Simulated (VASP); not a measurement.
Set up this calculation in VASP 6.6.1, as the native input.

* Task: single point
* Functional: PBE
* Potentials or basis: VASP PAW PBE potentials, release 64 (W_sv, C)
* Cutoff: 520 eV
* k mesh: 9 × 9 × 6
* Occupations: gaussian, width 0.1 eV
* Spin: no spin polarisation
* Dipole correction: no
* Further INCAR settings: ALGO = Normal; EDIFF = 1e-06; NBANDS = 16

The structure of WC lies in POSCAR:

```
WC
1.0
    2.9000000000      0.0000000000      0.0000000000
   -1.4500000000      2.5114737000      0.0000000000
    0.0000000000      0.0000000000      2.8300000000
W C
1 1
Direct
    0.0000000000      0.0000000000      0.0000000000
    0.3333333000      0.6666667000      0.5000000000
```

The cell was built by a generator and needn't be a form met in nature.

One way to write it, as run:

INCAR

```
SYSTEM = WC
  PREC = Accurate
  ENCUT = 520
  EDIFF = 1E-6
  ISMEAR = 0
  SIGMA = 0.1
  LREAL = .FALSE.
  LASPH = .TRUE.
  NELM = 100
  ALGO = Normal
  ISIF = 2
  LWAVE = .FALSE.
  LCHARG = .TRUE.
  GGA = PE
  LELF = .TRUE.
  LVHAR = .TRUE.
  NBANDS = 16
```

KPOINTS

```
Automatic mesh
0
G
  9 9 6
  0 0 0
```

Potentials or basis: VASP PAW PBE potentials, release 64 (W_sv, C).

Command:

```console
$ cat potpaw_PBE.64/W_sv/POTCAR potpaw_PBE.64/C/POTCAR > POTCAR
$ mpirun -np 1 vasp_std > vasp.out
```

Results of the run:

| Quantity | Value |
| --- | --- |
| Pressure | 9.8 GPa |
| Band gap on the k mesh | none (metal or under the smearing width) |

Caveat: the k mesh is coarse (spacing up to 0.37 Å⁻¹), so the values aren't converged.

It took 5.2 s on 1 thread of Intel(R) Xeon(R) 6975P-C (Granite Rapids), on a shared host, peak memory 0.14 GiB.
